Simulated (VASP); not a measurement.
Here is a VASP 6.6.1 calculation.

Contents of INCAR:

```
SYSTEM = ZnAg
ALGO = Fast
EDIFF = 1E-6
ENCUT = 520
GGA = CA
ISIF = 2
ISMEAR = 0
LASPH = .TRUE.
LCHARG = .FALSE.
LREAL = .FALSE.
LWAVE = .FALSE.
NBANDS = 18
NELM = 100
PREC = Accurate
SIGMA = 0.15
```

File KPOINTS:

```
k-points
0
G
  16 16 16
  0 0 0
```

File POSCAR:

```
ZnAg
1.0
    2.9699097071      0.0000000000      0.0000000000
    0.0000000000      2.9699097071      0.0000000000
    0.0000000000      0.0000000000      3.5638916486
Zn Ag
1 1
Direct
    0.5000000000      0.5000000000      0.5000000000
    0.0000000000      0.0000000000      0.0000000000
```

Potentials or basis: VASP PAW LDA potentials, release 64 (Zn, Ag).

Launch:

```console
$ cat potpaw_LDA.64/Zn/POTCAR potpaw_LDA.64/Ag/POTCAR > POTCAR
$ mpirun -np 1 vasp_std > vasp.out
```

(1) Estimate the band gap on the k mesh.

(2) Predict the pressure.

Results:

(1) none (metal or under the smearing width).

(2) -7.4 GPa.
